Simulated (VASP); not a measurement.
## BP: energy against strain

BP (zinc blende, F-43m, 11.552 Å³/atom at rest, cube axes along x, y and z) under a strain ε along a cube axis (axis z), the other axes held. PBEsol in VASP (plane waves, PAW), 600 eV, 12×12×12 Γ-centred mesh, Gaussian smearing 0.05 eV; ions are relaxed within the symmetry of each cell.

Here s stands for strain and y for E less E0.

| strain (%) | E less E0 (meV/atom) |
|---|---|
| -1.50 | 2.90 |
| -1.00 | 1.30 |
| -0.50 | 0.33 |
| 0.00 | 0.00 |
| 0.50 | 0.29 |
| 1.00 | 1.20 |
| 1.50 | 2.72 |
| 3.00 | ? |

Fit y of the 7 rows that show it with a parabola. Least squares gives y = -0.001 - 0.0557·s + 1.2495·s². Residuals (row less fit): 0.006, -0.004, -0.009, 0.001, 0.006, 0.007, -0.007; standard error 0.008 (degrees of freedom: 4). Twice the quadratic coefficient over the volume, 2 × 1.2495 meV × 10⁴ × 0.1602 / 11.552 Å³, is the elastic constant C11 = 347 ± 1.0 GPa.

Task: What does the fit predict for y at s = 3.00, and how far is the calculated value from it?

Result: y = -0.001 - 0.0557 × 3.0 + 1.2495 × 3.0² = 11.077 meV/atom. The calculation gives 10.88 meV/atom, 0.197 meV/atom below the prediction (1.8 % of the range of y in the table). The row lies outside the fitted rows, so this is an extrapolation. From the scatter of the fitted rows alone, a prediction at this place has a standard error of 0.032 meV/atom, so the miss is 6.2 times that.

One order more, fitted to all 13 runs of the series, follows each within 0.01, so the miss is the next term of a smooth law. Rows are the converged runs of the series near zero and its far end; series whose fitted rows scatter by over a few per cent of the range, as at a crossing or softening among them, aren't shown in this form. Most that stay on the fit to the last digits aren't either.
